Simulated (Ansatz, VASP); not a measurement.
# Cross-check of WSe3 between VASP and Ansatz

Aim: how closely do two programs agree when they are given the same cell, functional and k mesh? The cell is invented: As first built, before any earlier steps moved the atoms: Se for O in the WO3 structure of space group Pmma. It may not be a known or stable phase. The structure shown is the end of the Ansatz relaxation below.

Calculated with Ansatz 0.2.0; plane waves, with VASP 6.6.1 beside it; single point at r2SCAN.

### Step 1. Set-up

It takes space group Pmma (No. 51, orthorhombic). Conventional cell: a = 9.665 Å, b = 4.412 Å, c = 6.351 Å, α = 90.00°, β = 90.00°, γ = 90.00°. Nearest to W lie 5 Se at 2.24 to 2.47 Å. Nearest to Se lie 2 W at 2.47 Å. Nearest to Se lie 1 W at 2.24 Å. Nearest to Se lie 2 W at 2.45 Å. It derives from WO3. As first built, before any earlier steps moved the atoms: Se for O in the WO3 structure of space group Pmma. Farther neighbours and most contacts between anions are not listed.

### Step 2. Ansatz: relaxation, r2SCAN

Ansatz runs on its default PAW (the set named soft_2) files.

This run makes the geometry at which the two programs are then compared.

File input.yaml:

```yaml
crystal:
  lattice:
    - [9.400752206, 0.0, 0.0]
    - [0.0, 4.699845197, 0.0]
    - [0.0, 0.0, 4.7084687662]
  atoms:
    - { symbol: W, position: [0.75, 0.0, 0.010775] }
    - { symbol: W, position: [0.25, 0.0, 0.989225] }
    - { symbol: Se, position: [0.25, 0.5, 0.010338] }
    - { symbol: Se, position: [0.75, 0.5, 0.989662] }
    - { symbol: Se, position: [0.75, 0.0, 0.496644] }
    - { symbol: Se, position: [0.25, 0.0, 0.503356] }
    - { symbol: Se, position: [0.5, 0.0, 0.0] }
    - { symbol: Se, position: [0.0, 0.0, 0.0] }
kpoints:
  mp_grid: { grid: [4, 6, 6] }
scf:
  occupations: { method: gaussian, width: 0.03 }
hamiltonian:
  xc: r2scan
output:
  forces: true
  stress: true
relax:
  f_tol: 0.02
  max_steps: 60
  cell: {}
```

Run with:

```sh
> ansatz run input.yaml --threads 2 --pin off --max-ram 4096MiB --backend cpu --events-out ev --progress --plain --runs-dir out
```

Numbers of over 12 decimals in the logs are rounded to 6 here.

Log:

```text
Engine: ansatz 0.2.0, aarch64-unknown-linux-gnu
Pseudopotentials: kind: paw
Pseudopotential: W, paw, valence charge 14, recommended cutoff 500 eV (meta_gga), W.paw.azcp
Pseudopotential: Se, paw, valence charge 16, recommended cutoff 500 eV (meta_gga), Se.paw.azcp
Functional definition: r2SCAN
  parameter k0 = 0.174
  parameter k1 = 0.065
  parameter a1 = 4.9479
  exchange = r2scan_x(k0 = k0, k1 = k1, a1 = a1)
  correlation = r2scan_c
Crystal: 8 atoms, lattice volume = 208.030 Å³
Basis set: ecut = 500 eV, 5267 PW (Γ), exchange–correlation on 288×144×144 points (64 copies of the dense FFT grid, shifted against one another)
Bands: 75, of which v1, the nominal top of the filled ones, is band 62 counted from 1 (61 counted from 0)
Symmetry: 8 space group operations
Space group: Pmma (ITA 51), of the structure as read, at distance tolerance 5.9e-5 Å
k-points: 48 of 144
Non-local potential: W, projectors of the file, l = 0: 3, l = 1: 2, l = 2: 2, l = 3: 1
Non-local potential: Se, projectors of the file, l = 0: 2, l = 1: 2, l = 2: 3, l = 3: 1
PAW form: soft (Blöchl's): semilocal exchange-correlation on the pseudo side does not see the compensation charge
PAW frozen core: W, regenerated for the run's functional (the file was generated under x = pbe(κ = 0.804, μ = 0.219515), c = pbe(β = 0.066725))
PAW frozen core: Se, regenerated for the run's functional (the file was generated under x = pbe(κ = 0.804, μ = 0.219515), c = pbe(β = 0.066725))
PAW one-centre angular grid: W, 590 points (default); XC on 160 Gauss nodes
PAW one-centre angular grid: Se, 590 points (default); XC on 160 Gauss nodes
Initial density: superposition of atomic densities (neutral atoms: chi_scale 0, normalization atom), corrected by the library's trained network
Initial wavefunctions: pseudopotential atomic-orbital guess
Functional: x = r2scan, c = r2scan; τ floored in thin density (d = 2e-4 eV/Å³)
SCF iter   1: F=—  HF=-53660.158361 eV  |F-HF|=—  |Δ(HF+E_count)|=         —  Δρ=4.80e-3  dr2=7.08e-2  dr2_τ=1.23e-1  ethr=1.77e-3  ⟨swp⟩=6.3  Hψ=12972  notcnv=0  defer=48
preconditioner: auto → LDOS  [metal: Δε(μ)=0.003 eV  Ē_g=9.593 eV  σ=0.030 eV  W_gap=0.06  n_scr=54 (ndim 8)  ℏωp=17.8 eV  f_vac=0.217  D(μ)=16.82/eV (n_scr^D=186)  β→1.0]
SCF iter   2: F=—  HF=-53660.273728 eV  |F-HF|=—  |Δ(HF+E_count)|=   1.15e-1  Δρ=2.25e-3  dr2=1.18e-2  dr2_τ=1.54e-3  ethr=5.71e-5  ⟨swp⟩=2.3  Hψ=7466  notcnv=0  defer=240
SCF iter   3: F=—  HF=-53660.274591 eV  |F-HF|=—  |Δ(HF+E_count)|=   8.63e-4  Δρ=2.06e-3  dr2=1.84e-2  dr2_τ=1.06e-4  ethr=9.51e-6  ⟨swp⟩=2.0  Hψ=6624  notcnv=0  defer=240
SCF iter   4: F=—  HF=-53660.272049 eV  |F-HF|=—  |Δ(HF+E_count)|=   2.54e-3  Δρ=7.15e-4  dr2=1.38e-3  dr2_τ=1.12e-4  ethr=9.51e-6  ⟨swp⟩=2.7  Hψ=6046  notcnv=0  defer=240
SCF iter   5: F=—  HF=-53660.272092 eV  |F-HF|=—  |Δ(HF+E_count)|=   4.28e-5  Δρ=3.77e-4  dr2=4.72e-4  dr2_τ=8.77e-6  ethr=1.11e-6  ⟨swp⟩=2.0  Hψ=4293  notcnv=0  defer=240
SCF iter   6: F=—  HF=-53660.272062 eV  |F-HF|=—  |Δ(HF+E_count)|=   3.00e-5  Δρ=1.39e-4  dr2=8.91e-5  dr2_τ=1.09e-6  ethr=3.81e-7  ⟨swp⟩=2.0  Hψ=3980  notcnv=0  defer=240
SCF iter   7: F=—  HF=-53660.272168 eV  |F-HF|=—  |Δ(HF+E_count)|=   1.06e-4  Δρ=4.73e-5  dr2=9.08e-6  dr2_τ=2.67e-7  ethr=7.18e-8  ⟨swp⟩=2.0  Hψ=3923  notcnv=0  defer=240
SCF iter   8: F=—  HF=-53660.272168 eV  |F-HF|=—  |Δ(HF+E_count)|=   1.09e-7  Δρ=2.03e-5  dr2=1.89e-6  dr2_τ=2.70e-8  ethr=7.32e-9  ⟨swp⟩=2.0  Hψ=4618  notcnv=0  defer=240
SCF iter   9: F=—  HF=-53660.272168 eV  |F-HF|=—  |Δ(HF+E_count)|=   1.94e-7  Δρ=9.52e-6  dr2=4.01e-7  dr2_τ=5.93e-9  ethr=1.53e-9  ⟨swp⟩=2.0  Hψ=4317  notcnv=0  defer=240
SCF iter  10: F=-53660.272168 eV  HF=-53660.272168 eV  |F-HF|=7.89e-9  |Δ(HF+E_count)|=   2.15e-8  Δρ=2.96e-6  dr2=2.15e-8  dr2_τ=8.65e-10  ethr=8.06e-11  ⟨swp⟩=4.2  Hψ=10907  notcnv=0
SCF 1 converged in 10 iterations: F = -53660.272168 eV  dr2 = 2.15e-8
  greatest PAW one-centre occupation: 1.000 electrons in one spin orbital (limit 2), on the Se atom at site 5 (counted from 0), in its partial waves of l = 2
relax step   1: F+E_penalty+E_count = -53660.27216813 eV  Δ(F+E_penalty+E_count) = +0.000e0 eV  max|allowed force component| = 9.755e-1 eV/Å  Δτ_max = 0.0000 Å  P = +14.984 GPa  Ω = 208.030 Å³  (10 SCF iters, dr2 threshold 1.00e-7 eV, accepted)
[...]
relax step  18: F+E_penalty+E_count = -53662.79232841 eV  Δ(F+E_penalty+E_count) = -7.640e-3 eV  max|allowed force component| = 5.218e-2 eV/Å  Δτ_max = 0.0444 Å  P = +0.091 GPa  Ω = 268.312 Å³  energy of the carried Pulay correction = -3.370e-4 eV  (7 SCF iters, dr2 threshold 4.85e-7 eV, accepted)
[...]
relax step  19: F+E_penalty+E_count = -53662.79405369 eV  Δ(F+E_penalty+E_count) = -1.725e-3 eV  max|allowed force component| = 2.662e-2 eV/Å  Δτ_max = 0.0146 Å  P = +0.058 GPa  Ω = 270.268 Å³  energy of the carried Pulay correction = -5.276e-4 eV  (6 SCF iters, dr2 threshold 1.70e-7 eV, accepted)
[...]
relax step  20: F+E_penalty+E_count = -53662.79419185 eV  Δ(F+E_penalty+E_count) = -1.382e-4 eV  max|allowed force component| = 1.146e-2 eV/Å  Δτ_max = 0.0052 Å  P = +0.008 GPa  Ω = 270.791 Å³  energy of the carried Pulay correction = -5.795e-4 eV  (7 SCF iters, dr2 threshold 4.43e-8 eV, accepted)
[...]
relax step  21: F+E_penalty+E_count = -53662.79482410 eV  Δ(F+E_penalty+E_count) = -6.323e-4 eV  max|allowed force component| = 1.147e-2 eV/Å  Δτ_max = 0.0000 Å  P = +0.008 GPa  Ω = 270.791 Å³  stress off target by 3.06e-2 GPa  SCF on the basis re-selected at this cell (its energy is not comparable with the rows above)  (7 SCF iters)
basis re-selected at this cell: Δ(F+E_penalty+E_count) = -6.323e-4 eV, ΔP = +0.000 GPa vs the last step (what re-selecting the basis moved, of the pressure what is left beyond the Pulay correction that the steps carried, after the strain that the cell walked since its last selection, with what the two solves' SCF thresholds leave and, on support functions, any second-order correction that the steps lacked; it is no measure of the basis error at this ecutwfc). The dense FFT grid was sized anew with the basis: this SCF ran on 72×36×48 points, the steps before it on 72×36×45, so part of this shift can come from that change (see relax.cell in the input reference). [rest of the remark cut]
SCF converged after 7 iterations
Free energy (F): -53662.794824 eV
Harris-Foulkes:  -53662.794824 eV  (|F-HF|=2.18e-11)
Internal energy: -53662.793767 eV  (E = F + TS)
E sigma→0 (E₀):  -53662.794296 eV
Entropy (-TS):   -0.001057 eV (-0.132 meV/atom)
Fermi energy:    5.231704 eV
--- Per-component energies (eV) ---
  E_band       = -3338.231345
  E_kinetic    = 1605.494581
  E_local      = -22063.637477  (includes V_loc(G=0)·N_el)
  E_nonlocal   = -3567.639891
  E_hartree    = 10399.217599
  E_xc         = -1080.339529
  E_vxc        = -1144.899184  (∫ρ·V_xc dr)
  E_paw        = -28736.292198  (= ΣΔE_a)
  E_vpaw       = 975.122314  (= ΣTr[D̂ρ^β])
  E_aug_tail   = -0.001356  (compensation charges beyond the density's cutoff)
  E_vtau       = 58.894234  (kinetic-family band-sum trace: ∫τ·v_τ [+ j·A + Jᵃ·Aᵃ] dr)
  E_ewald      = -10207.830977
  E_core_change = -11.764519  (= ΣΔE_core)
  E_smearing   = -0.001057  (= −TS)
  E_closure    = -0.000000  (closes the sum)
  Σ components = -53662.794824   (vs F -53662.794824, Δ=0.00e0)
--- Forces (eV/Å), atoms counted from 1 ---
  atom   1  W      0.00000000     0.00000000     0.00663598
  atom   2  W      0.00000000     0.00000000    -0.00663598
  atom   3  Se     0.00000000     0.00000000    -0.00582592
  atom   4  Se     0.00000000     0.00000000     0.00582592
  atom   5  Se     0.00000000     0.00000000    -0.01147263
  atom   6  Se     0.00000000     0.00000000     0.01147263
  atom   7  Se     0.00000000     0.00000000     0.00000000
  atom   8  Se     0.00000000     0.00000000     0.00000000
  max |Σ_I F_I| component: 1.73e-18 eV/Å
--- Stress (GPa, compression-positive) ---
        0.030579       0.000000       0.000000
        0.000000       0.008031       0.000000
        0.000000       0.000000      -0.013894
  P = ⅓ Tr σ = 0.0082 GPa (0.082 kbar)
--- Relaxed structure (19 steps of the walk, 18 accepted, 2 SCFs on fresh bases) ---
  F+E_penalty+E_count = -53662.79482410 eV   max|allowed force component| = 1.147e-2 eV/Å   (the final SCF, on the basis selected at the relaxed cell)
  cell:  # Å, volume = 270.7905 Å³
    - [9.665180, 0.0, 0.0]
    - [0.0, 4.411516, 0.0]
    - [0.0, 0.0, 6.350906]
  atoms:
    - { symbol: W, position: [0.750000, 0, 0.064434] }
    - { symbol: W, position: [0.25, 0, 0.935566] }
    - { symbol: Se, position: [0.25, 0.5, 0.111908] }
    - { symbol: Se, position: [0.750000, 0.5, 0.888092] }
    - { symbol: Se, position: [0.750000, 0, 0.417473] }
    - { symbol: Se, position: [0.25, 0, 0.582527] }
    - { symbol: Se, position: [0.5, 0, -1.1052787405724864e-18] }
    - { symbol: Se, position: [0, 0, -1.105278740572485e-18] }
```

The column dr2 measures how far the density is from self-consistency, as an energy; F and HF (Harris–Foulkes) agree once it is small.

### Step 3. VASP: single point, r2SCAN

The same cell, functional, mesh and smearing now go to VASP, with its own data sets and cutoff.

Lines of VASP's logs that name or quote its potential files are left out, and so is its time.

File INCAR:

```
SYSTEM = WSe3
PREC = Accurate
ENCUT = 400
EDIFF = 1E-06
NELM = 100
ISMEAR = 0
SIGMA = 0.03
LREAL = .FALSE.
ALGO = Normal
METAGGA = R2SCAN
LASPH = .TRUE.
NBANDS = 32
LORBIT = 11
LWAVE = .FALSE.
LCHARG = .FALSE.
KPAR = 2
ISIF = 2
```

File POSCAR:

```
WSe3
1.0
    9.6651798919      0.0000000000      0.0000000000
    0.0000000000      4.4115157281      0.0000000000
    0.0000000000      0.0000000000      6.3509055522
W Se
2 6
Direct
    0.7500000000      0.0000000000      0.0644338404
    0.2500000000      0.0000000000      0.9355661596
    0.2500000000      0.5000000000      0.1119084932
    0.7500000000      0.5000000000      0.8880915068
    0.7500000000      0.0000000000      0.4174725926
    0.2500000000      0.0000000000      0.5825274074
    0.5000000000      0.0000000000      0.0000000000
    0.0000000000      0.0000000000      0.0000000000
```

File KPOINTS:

```
Automatic mesh
0
Gamma
4 6 6
0 0 0
```

PAW data sets: W and Se (PBE family, release 64).

Run with:

```sh
> mpirun -np 2 vasp_std
```

Log:

```text
[banner, memory and clock lines left out]
running    2 mpi-ranks, on    1 nodes
 distrk:  each k-point on    1 cores,    2 groups
 distr:  one band on    1 cores,    1 groups

 POSCAR found type information on POSCAR W Se
 POSCAR found :  2 types and       8 ions
|                                                                             |
|               ----> ADVICE to this user running VASP <----                  |
|                                                                             |
|     You enforced a specific xc type in the INCAR file but a different       |
|     [... a line on the potential file left out ...]
|     I HOPE YOU KNOW WHAT YOU ARE DOING!                                     |
|                                                                             |

 LDA part: xc-table for (None), standard interpolation
 POSCAR, INCAR and KPOINTS ok, starting setup
 FFT: planning ... GRIDC
 FFT: planning ... GRID_SOFT
 FFT: planning ... GRID
 WAVECAR not read
 entering main loop
       N       E                     dE             d eps       ncg     rms          rms(c)
DAV:   1     0.846062783055E+02    0.84606E+02   -0.16336E+04  3072   0.102E+03
DAV:   2    -0.175993293209E+03   -0.26060E+03   -0.24874E+03  4216   0.206E+02
DAV:   3    -0.198487211392E+03   -0.22494E+02   -0.22012E+02  3832   0.678E+01
DAV:   4    -0.199018820728E+03   -0.53161E+00   -0.52757E+00  4096   0.108E+01
DAV:   5    -0.199028273044E+03   -0.94523E-02   -0.94330E-02  4232   0.127E+00    0.294E+01
DAV:   6    -0.190170944868E+03    0.88573E+01   -0.24504E+01  4256   0.232E+01    0.116E+01
DAV:   7    -0.189005409459E+03    0.11655E+01   -0.15036E+01  4400   0.242E+01    0.144E+01
DAV:   8    -0.188061932247E+03    0.94348E+00   -0.27248E+00  4432   0.938E+00    0.158E+00
DAV:   9    -0.188125264883E+03   -0.63333E-01   -0.25367E-01  3872   0.332E+00    0.140E+00
DAV:  10    -0.188123729053E+03    0.15358E-02   -0.23626E-02  4128   0.876E-01    0.460E-01
DAV:  11    -0.188125108857E+03   -0.13798E-02   -0.27169E-03  3664   0.310E-01    0.338E-01
DAV:  12    -0.188125386285E+03   -0.27743E-03   -0.16710E-03  4464   0.245E-01    0.153E-01
DAV:  13    -0.188125360419E+03    0.25866E-04   -0.26550E-04  4168   0.107E-01    0.371E-02
DAV:  14    -0.188125385933E+03   -0.25515E-04   -0.22924E-05  3792   0.254E-02    0.183E-02
DAV:  15    -0.188125408173E+03   -0.22240E-04   -0.22775E-05  3592   0.219E-02    0.437E-03
DAV:  16    -0.188125409700E+03   -0.15265E-05   -0.20059E-06  2992   0.632E-03    0.419E-03
DAV:  17    -0.188125410527E+03   -0.82752E-06   -0.42501E-07  2168   0.286E-03
   1 F= -.18812541E+03 E0= -.18812489E+03  d E =-.103441E-02
```

(Continued in part 2 of 2.)

[Lines on the potential files, build, host, timing and source positions are cut from VASP's logs without a mark.]

[Logs are printed without paths, hosts, clocks, repeated set-up lines and the standing remarks that a program may print on its own settings, such as how far it seeks lower states.]

[Hosts, paths, dates, database ids (printed as entryN), source tags and the programs' standing remarks are cut or masked in the printed files.]
